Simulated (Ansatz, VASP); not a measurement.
# Cross-check of La2O3 between VASP and Ansatz

Wanted: the spread between two codes on one cell, functional and k mesh. The cell is taken from a series of runs on this material, whose earlier steps may have relaxed, scaled, displaced or heated it; both programs get it as it stands.

Calculated with Ansatz 0.2.0; plane waves, with VASP 6.6.1 beside it; zone-centre phonons at r2SCAN.

### Step 1. The starting structure

It takes space group P-3m1 (No. 164, trigonal). Conventional cell: a = 3.935 Å, b = 3.935 Å, c = 6.126 Å, α = 90.00°, β = 90.00°, γ = 120.00°. Nearest to La lie 7 O at 2.37 to 2.73 Å. Nearest to O lie 4 La at 2.37 to 2.45 Å. O has 6 La at 2.73 Å nearest. Farther neighbours and most contacts between anions are not listed.

### Step 2. VASP: zone-centre phonons, r2SCAN

Second derivatives magnify differences that forces hide, and they need a tight electronic threshold.

Lines of VASP's logs that name or quote its potential files are left out, and so is its time.

The input, INCAR:

```
SYSTEM = La2O3
PREC = Accurate
ENCUT = 660
EDIFF = 1E-08
NELM = 200
ISMEAR = 0
SIGMA = 0.01
LREAL = .FALSE.
ALGO = Normal
METAGGA = R2SCAN
LASPH = .TRUE.
NBANDS = 26
LORBIT = 11
LWAVE = .FALSE.
LCHARG = .FALSE.
ISIF = 2
IBRION = 6
NFREE = 2
POTIM = 0.015
NSW = 1
GGA_COMPAT = .FALSE.
EFERMI = MIDGAP
LMAXMIX = 6
LMIXTAU = .TRUE.
KPAR = 2
```

The input, POSCAR:

```
La2O3
1.0
    3.9351743844      0.0000000000      0.0000000000
   -1.9675871922      3.4079609852      0.0000000000
    0.0000000000      0.0000000000      6.1255704658
La O
2 3
Direct
    0.6666666667      0.3333333333      0.7538791111
    0.3333333333      0.6666666667      0.2461208889
    0.6666666667      0.3333333333      0.3538775732
    0.3333333333      0.6666666667      0.6461224268
    0.0000000000      0.0000000000      0.0000000000
```

The input, KPOINTS:

```
Automatic mesh
0
Gamma
6 6 4
0 0 0
```

The projector-augmented-wave data sets are La and O (PBE family, release 64).

The run is started by

```
> mpirun -np 2 vasp_std
```

Numbers of over 12 decimals in the logs are rounded to 6 here.

Output:

```text
[banner, memory and clock lines left out]
running    2 mpi-ranks, on    1 nodes
 distrk:  each k-point on    1 cores,    2 groups
 distr:  one band on    1 cores,    1 groups

 POSCAR found type information on POSCAR LaO
 POSCAR found :  2 types and       5 ions
|                                                                             |
|               ----> ADVICE to this user running VASP <----                  |
|                                                                             |
|     You enforced a specific xc type in the INCAR file but a different       |
|     [... a line on the potential file left out ...]
|     I HOPE YOU KNOW WHAT YOU ARE DOING!                                     |
|                                                                             |

 LDA part: xc-table for (None), standard interpolation
 POSCAR, INCAR and KPOINTS ok, starting setup
 FFT: planning ... GRIDC
 FFT: planning ... GRID_SOFT
 FFT: planning ... GRID
 WAVECAR not read
 entering main loop
       N       E                     dE             d eps       ncg     rms          rms(c)
DAV:   1     0.466316165068E+03    0.46632E+03   -0.18371E+04  1272   0.283E+03
DAV:   2     0.398502825653E+02   -0.42647E+03   -0.41415E+03  1736   0.414E+02
DAV:   3    -0.959433268271E+02   -0.13579E+03   -0.13256E+03  2210   0.229E+02
DAV:   4    -0.113723963829E+03   -0.17781E+02   -0.17752E+02  2114   0.894E+01
DAV:   5    -0.114868547064E+03   -0.11446E+01   -0.11436E+01  2128   0.266E+01    0.141E+01
DAV:   6    -0.100800708700E+03    0.14068E+02   -0.31222E+01  1960   0.340E+01    0.592E+00
DAV:   7    -0.952932713918E+02    0.55074E+01   -0.34292E+00  2128   0.182E+01    0.303E+00
DAV:   8    -0.973990258975E+02   -0.21058E+01   -0.20631E+00  1940   0.130E+01    0.156E+00
DAV:   9    -0.957750389337E+02    0.16240E+01   -0.10151E+00  1680   0.945E+00    0.343E-01
DAV:  10    -0.960526664200E+02   -0.27763E+00   -0.30414E-01  2096   0.579E+00    0.239E-01
DAV:  11    -0.960641139776E+02   -0.11448E-01   -0.54918E-02  1840   0.257E+00    0.126E-01
DAV:  12    -0.960702162319E+02   -0.61023E-02   -0.14107E-02  2128   0.121E+00    0.986E-02
DAV:  13    -0.960701977743E+02    0.18458E-04   -0.68712E-03  1896   0.693E-01    0.958E-02
DAV:  14    -0.960728604471E+02   -0.26627E-02   -0.21527E-03  1816   0.478E-01    0.543E-02
[...]
DAV:  32    -0.960733661177E+02   -0.57423E-06   -0.17614E-07  1976   0.284E-03    0.492E-03
DAV:  33    -0.960733672817E+02   -0.11640E-05   -0.97668E-07  2032   0.720E-03    0.312E-03
DAV:  34    -0.960733683889E+02   -0.11073E-05   -0.12735E-06  2352   0.780E-03    0.137E-03
DAV:  35    -0.960733683090E+02    0.79888E-07   -0.11492E-07  2120   0.229E-03    0.966E-04
DAV:  36    -0.960733683461E+02   -0.37066E-07   -0.72806E-09   944   0.908E-04    0.810E-04
DAV:  37    -0.960733684380E+02   -0.91854E-07   -0.15769E-08  1392   0.133E-03    0.445E-04
DAV:  38    -0.960733685653E+02   -0.12733E-06   -0.25028E-08  1640   0.220E-03    0.135E-04
DAV:  39    -0.960733685560E+02    0.93514E-08   -0.52619E-09   792   0.145E-03
   1 F= -.96073369E+02 E0= -.96073369E+02  d E =0.000000E+00
[...]
8 F= -.96072368E+02 E0= -.96072368E+02  d E =0.000000E+00
[...]
9 F= -.96072591E+02 E0= -.96072591E+02  d E =0.000000E+00
[...]
10 F= -.96073088E+02 E0= -.96073088E+02  d E =0.000000E+00
[...]
11 F= -.96073088E+02 E0= -.96073088E+02  d E =0.000000E+00
[...]
12 F= -.96072712E+02 E0= -.96072712E+02  d E =0.000000E+00
 Finite differences progress:
  Degree of freedom:   6/  6
  Displacement:        1/  2
  Total:              11/ 12
 bond charge predicted
       N       E                     dE             d eps       ncg     rms          rms(c)
DAV:   1    -0.960715744297E+02    0.11379E-02   -0.52901E+00  1252   0.122E+01    0.242E-01
DAV:   2    -0.960716499669E+02   -0.75537E-04   -0.10037E-01  2160   0.367E+00    0.130E-01
DAV:   3    -0.960725390906E+02   -0.88912E-03   -0.51130E-03  2016   0.661E-01    0.804E-02
DAV:   4    -0.960710868573E+02    0.14522E-02   -0.31936E-03  1904   0.530E-01    0.388E-02
DAV:   5    -0.960726027709E+02   -0.15159E-02   -0.23200E-03  1904   0.446E-01    0.157E-02
DAV:   6    -0.960726108489E+02   -0.80780E-05   -0.41309E-04  2070   0.201E-01    0.154E-02
DAV:   7    -0.960727033539E+02   -0.92505E-04   -0.38282E-05  1960   0.597E-02    0.968E-03
DAV:   8    -0.960726687458E+02    0.34608E-04   -0.16399E-05  2260   0.438E-02    0.649E-03
DAV:   9    -0.960727115903E+02   -0.42844E-04   -0.22785E-05  1448   0.471E-02    0.219E-03
DAV:  10    -0.960727107985E+02    0.79172E-06   -0.37823E-06  2200   0.185E-02    0.123E-03
DAV:  11    -0.960727124470E+02   -0.16485E-05   -0.87959E-07  1880   0.911E-03    0.915E-04
DAV:  12    -0.960727123519E+02    0.95143E-07   -0.28611E-07  2328   0.490E-03    0.578E-04
DAV:  13    -0.960727122862E+02    0.65613E-07   -0.67221E-08  1800   0.263E-03    0.351E-04
DAV:  14    -0.960727124181E+02   -0.13184E-06   -0.17292E-07  1776   0.352E-03    0.243E-04
DAV:  15    -0.960727124350E+02   -0.16909E-07   -0.10926E-08  1344   0.137E-03    0.148E-04
DAV:  16    -0.960727124209E+02    0.14069E-07   -0.69577E-09  1344   0.123E-03    0.885E-05
DAV:  17    -0.960727124353E+02   -0.14410E-07   -0.25519E-09   998   0.846E-04    0.582E-05
DAV:  18    -0.960727124327E+02    0.25993E-08   -0.13104E-09   762   0.764E-04
  13 F= -.96072712E+02 E0= -.96072712E+02  d E =0.000000E+00
 Finite differences progress:
  Degree of freedom:   6/  6
  Displacement:        2/  2
  Total:              12/ 12
```

From OUTCAR (step 2):

```text
ion  position               nearest neighbor table
   1  0.667  0.333  0.754-   4 2.37   4 2.37   4 2.37   3 2.45   5 2.73   5 2.73   5 2.73
   2  0.333  0.667  0.246-   3 2.37   3 2.37   3 2.37   4 2.45   5 2.73   5 2.73   5 2.73
   3  0.667  0.333  0.354-   2 2.37   2 2.37   2 2.37   1 2.45
   4  0.333  0.667  0.646-   1 2.37   1 2.37   1 2.37   2 2.45
   5  0.000  0.000  0.000-   1 2.73   2 2.73   2 2.73   1 2.73   1 2.73   2 2.73

  LATTYP: Found a hexagonal cell.
 ALAT       =     3.9351743844
 C/A-ratio  =     1.5566198261

 Subroutine GETGRP returns: Found 12 space group operations
 (whereof 12 operations were pure point group operations)

The static configuration has the point symmetry D_3d.

 Found     24 irreducible k-points:

   k-points           NKPTS =     24   k-points in BZ     NKDIM =     24   number of bands    NBANDS=     26

   dimension x,y,z NGX =    36 NGY =   36 NGZ =   54
   dimension x,y,z NGXF=    72 NGYF=   72 NGZF=  108

   ENCUT  =  660.0 eV  48.51 Ry    6.96 a.u.   8.24  8.24 12.83*2*pi/ulx,y,z

   NELECT =      40.0000    total number of electrons

 k-points in reciprocal lattice and weights: Automatic mesh
   0.00000000  0.00000000  0.00000000       0.007
   0.16666667  0.00000000  0.00000000       0.042
   0.33333333  0.00000000  0.00000000       0.042
   0.50000000  0.00000000  0.00000000       0.021
   0.16666667  0.16666667  0.00000000       0.042
   0.33333333  0.16666667  0.00000000       0.083
   0.33333333  0.33333333  0.00000000       0.014
   0.00000000  0.00000000  0.25000000       0.014
   0.16666667  0.00000000  0.25000000       0.042
[...]
0.33333333  0.16666667  0.50000000       0.083
   0.33333333  0.33333333  0.50000000       0.014

 average (electrostatic) potential at core
       1-100.7413       2-100.8016       3 -70.7268       4 -70.6868       5 -70.1699

 E-fermi :   7.7971

 k-point     1 :       0.0000    0.0000    0.0000
  band No.  band energies     occupation
    ...
     16       3.5618      2.00000
     17       4.0363      2.00000
     18       5.2960      2.00000
     19       5.2960      2.00000
     20       5.5616      2.00000
     21      10.4579      0.00000
     22      10.7909      0.00000
     23      10.7909      0.00000
     24      11.4153      0.00000
     25      11.6555      0.00000
    ...

 k-point     2 :       0.1667    0.0000    0.0000
  band No.  band energies     occupation
    ...
     16       3.6750      2.00000
     17       4.5610      2.00000
     18       4.9592      2.00000
     19       5.2831      2.00000
     20       5.4845      2.00000
     21      10.5276      0.00000
     22      10.8320      0.00000
     23      10.9971      0.00000
     24      11.4894      0.00000
     25      11.6255      0.00000
    ...

 k-point     3 :       0.3333    0.0000    0.0000
  band No.  band energies     occupation
    ...
     16       4.4300      2.00000
     17       4.7413      2.00000
     18       4.8577      2.00000
     19       5.3278      2.00000
     20       5.4039      2.00000
     21      10.1509      0.00000
     22      10.9220      0.00000
     23      11.3669      0.00000
     24      11.5209      0.00000
     25      11.5370      0.00000
    ...

  FREE ENERGIE OF THE ION-ELECTRON SYSTEM (eV)
  ---------------------------------------------------
  free  energy   TOTEN  =       -96.0727124327 eV

  energy  without entropy=      -96.0727124327  energy(sigma->0) =      -96.07271243

 Eigenvectors and eigenvalues of the dynamical matrix
 ----------------------------------------------------

   1 f  =   13.203279 THz    82.958652 2PiTHz  440.413998 cm-1    54.604352 meV
             X         Y         Z           dx          dy          dz
      1.967587  1.135987  4.617940    -0.000000    0.000000    0.072796
     -0.000000  2.271974  1.507631    -0.000000    0.000000    0.072796
      1.967587  1.135987  2.167702     0.000000   -0.000000   -0.536200
     -0.000000  2.271974  3.957868     0.000000   -0.000000   -0.536200
      0.000000  0.000000  0.000000    -0.000000    0.000000    0.643724

   2 f  =   11.729221 THz    73.696870 2PiTHz  391.244702 cm-1    48.508139 meV
             X         Y         Z           dx          dy          dz
      1.967587  1.135987  4.617940     0.000000    0.000000    0.173232
     -0.000000  2.271974  1.507631    -0.000000   -0.000000   -0.173232
      1.967587  1.135987  2.167702     0.000000    0.000000    0.685559
     -0.000000  2.271974  3.957868    -0.000000   -0.000000   -0.685559
      0.000000  0.000000  0.000000     0.000000   -0.000000   -0.000000

   3 f  =   11.720010 THz    73.638997 2PiTHz  390.937465 cm-1    48.470046 meV
             X         Y         Z           dx          dy          dz
      1.967587  1.135987  4.617940    -0.098549   -0.000000    0.000000
     -0.000000  2.271974  1.507631     0.098549    0.000000   -0.000000
      1.967587  1.135987  2.167702    -0.700206   -0.000003    0.000000
     -0.000000  2.271974  3.957868     0.700206    0.000003   -0.000000
      0.000000  0.000000  0.000000    -0.000000   -0.000000    0.000000

   4 f  =   11.720010 THz    73.638997 2PiTHz  390.937465 cm-1    48.470046 meV
             X         Y         Z           dx          dy          dz
      1.967587  1.135987  4.617940     0.000000   -0.098549    0.000000
     -0.000000  2.271974  1.507631    -0.000000    0.098549   -0.000000
      1.967587  1.135987  2.167702     0.000003   -0.700206    0.000000
     -0.000000  2.271974  3.957868    -0.000003    0.700206   -0.000000
      0.000000  0.000000  0.000000    -0.000000    0.000000    0.000000

   5 f  =   10.704135 THz    67.256067 2PiTHz  357.051526 cm-1    44.268727 meV
             X         Y         Z           dx          dy          dz
      1.967587  1.135987  4.617940     0.163944   -0.000003   -0.000000
     -0.000000  2.271974  1.507631     0.163944   -0.000003    0.000000
      1.967587  1.135987  2.167702    -0.647335    0.000014   -0.000000
     -0.000000  2.271974  3.957868    -0.647335    0.000014    0.000000
      0.000000  0.000000  0.000000     0.328875   -0.000007   -0.000000

   6 f  =   10.704135 THz    67.256067 2PiTHz  357.051526 cm-1    44.268727 meV
             X         Y         Z           dx          dy          dz
      1.967587  1.135987  4.617940    -0.000003   -0.163944   -0.000000
     -0.000000  2.271974  1.507631    -0.000003   -0.163944   -0.000000
      1.967587  1.135987  2.167702     0.000014    0.647335    0.000000
     -0.000000  2.271974  3.957868     0.000014    0.647335   -0.000000
      0.000000  0.000000  0.000000    -0.000007   -0.328875   -0.000000

   7 f  =    5.654761 THz    35.529909 2PiTHz  188.622514 cm-1    23.386201 meV
             X         Y         Z           dx          dy          dz
      1.967587  1.135987  4.617940    -0.000000    0.000000   -0.260270
     -0.000000  2.271974  1.507631    -0.000000    0.000000   -0.260270
      1.967587  1.135987  2.167702     0.000000   -0.000000    0.404593
     -0.000000  2.271974  3.957868     0.000000   -0.000000    0.404593
      0.000000  0.000000  0.000000     0.000000   -0.000000    0.732890

   8 f  =    5.636590 THz    35.415741 2PiTHz  188.016414 cm-1    23.311054 meV
             X         Y         Z           dx          dy          dz
      1.967587  1.135987  4.617940    -0.000000   -0.000000    0.685559
     -0.000000  2.271974  1.507631    -0.000000   -0.000000   -0.685559
      1.967587  1.135987  2.167702     0.000000    0.000000   -0.173232
     -0.000000  2.271974  3.957868     0.000000    0.000000    0.173232
      0.000000  0.000000  0.000000     0.000000    0.000000    0.000000

   9 f  =    5.542546 THz    34.824841 2PiTHz  184.879419 cm-1    22.922116 meV
             X         Y         Z           dx          dy          dz
      1.967587  1.135987  4.617940    -0.215500    0.000004   -0.000000
     -0.000000  2.271974  1.507631    -0.215500    0.000004    0.000000
      1.967587  1.135987  2.167702     0.178689   -0.000004    0.000000
     -0.000000  2.271974  3.957868     0.178689   -0.000004   -0.000000
      0.000000  0.000000  0.000000     0.918292   -0.000018   -0.000000

  10 f  =    5.542546 THz    34.824841 2PiTHz  184.879419 cm-1    22.922116 meV
             X         Y         Z           dx          dy          dz
      1.967587  1.135987  4.617940    -0.000004   -0.215500   -0.000000
     -0.000000  2.271974  1.507631    -0.000004   -0.215500    0.000000
      1.967587  1.135987  2.167702     0.000004    0.178689    0.000000
     -0.000000  2.271974  3.957868     0.000004    0.178689    0.000000
      0.000000  0.000000  0.000000     0.000018    0.918292    0.000000

  11 f  =    3.051674 THz    19.174236 2PiTHz  101.792903 cm-1    12.620706 meV
             X         Y         Z           dx          dy          dz
      1.967587  1.135987  4.617940     0.700206   -0.000015   -0.000000
     -0.000000  2.271974  1.507631    -0.700206    0.000015    0.000000
      1.967587  1.135987  2.167702    -0.098549    0.000002    0.000000
     -0.000000  2.271974  3.957868     0.098549   -0.000002   -0.000000
      0.000000  0.000000  0.000000    -0.000000   -0.000000   -0.000000

  12 f  =    3.051674 THz    19.174236 2PiTHz  101.792903 cm-1    12.620706 meV
             X         Y         Z           dx          dy          dz
      1.967587  1.135987  4.617940     0.000015    0.700206   -0.000000
     -0.000000  2.271974  1.507631    -0.000015   -0.700206    0.000000
      1.967587  1.135987  2.167702    -0.000002   -0.098549    0.000000
     -0.000000  2.271974  3.957868     0.000002    0.098549   -0.000000
      0.000000  0.000000  0.000000    -0.000000   -0.000000    0.000000

  13 f/i=    0.007123 THz     0.044754 2PiTHz    0.237592 cm-1     0.029458 meV
             X         Y         Z           dx          dy          dz
      1.967587  1.135987  4.617940    -0.448502    0.474897    0.000000
     -0.000000  2.271974  1.507631    -0.448502    0.474897    0.000000
      1.967587  1.135987  2.167702    -0.152031    0.160978    0.000000
     -0.000000  2.271974  3.957868    -0.152031    0.160978    0.000000
      0.000000  0.000000  0.000000    -0.151338    0.160244    0.000000

  14 f/i=    0.007123 THz     0.044754 2PiTHz    0.237592 cm-1     0.029458 meV
             X         Y         Z           dx          dy          dz
      1.967587  1.135987  4.617940    -0.474897   -0.448502    0.000000
     -0.000000  2.271974  1.507631    -0.474897   -0.448502    0.000000
      1.967587  1.135987  2.167702    -0.160978   -0.152031    0.000000
     -0.000000  2.271974  3.957868    -0.160978   -0.152031    0.000000
      0.000000  0.000000  0.000000    -0.160244   -0.151338    0.000000

  15 f/i=    0.010514 THz     0.066061 2PiTHz    0.350706 cm-1     0.043482 meV
             X         Y         Z           dx          dy          dz
      1.967587  1.135987  4.617940    -0.000000    0.000000   -0.653422
     -0.000000  2.271974  1.507631    -0.000000    0.000000   -0.653422
      1.967587  1.135987  2.167702    -0.000000    0.000000   -0.220894
     -0.000000  2.271974  3.957868    -0.000000    0.000000   -0.220894
      0.000000  0.000000  0.000000    -0.000000    0.000000   -0.220207

 ELASTIC MODULI CONTR FROM IONIC RELAXATION (kBar)
 Direction    XX          YY          ZZ          XY          YZ          ZX
 --------------------------------------------------------------------------------
 XX        -356.8005    188.1323    -93.8996      0.0000    164.5803     -0.0000
 YY         188.1323   -356.8005    -93.8996      0.0000   -164.5803      0.0000
 ZZ         -93.8996    -93.8996   -248.9126     -0.0000     -0.0000      0.0000
 XY           0.0000      0.0000     -0.0000   -272.4664     -0.0000    164.5799
 YZ         164.5803   -164.5803     -0.0000     -0.0000   -123.9400      0.0000
 ZX          -0.0000      0.0000      0.0000    164.5799      0.0000   -123.9395
 --------------------------------------------------------------------------------

 total charge
# of ion       s       p       d       f       tot
--------------------------------------------------
    1        1.995   5.723   0.608   0.223   8.549
    2        1.995   5.723   0.608   0.223   8.549
    3        1.570   3.496   0.000   0.000   5.065
    4        1.570   3.496   0.000   0.000   5.065
    5        1.554   3.412   0.000   0.000   4.967
--------------------------------------------------
tot          8.683  21.850   1.216   0.446  32.195

[... 3 further parts left out ...]
```

Levels, forces or a CONTCAR printed for this step are those of its last displaced cell, not of the structure at rest.

[end of part 1 of 2]

[Lines on the potential files, build, host, timing and source positions are cut from VASP's logs without a mark.]

[Logs are printed without paths, hosts, clocks, repeated set-up lines and the standing remarks that a program may print on its own settings, such as how far it seeks lower states.]

[Hosts, paths, dates, database ids (printed as entryN), source tags and the programs' standing remarks are cut or masked in the printed files.]
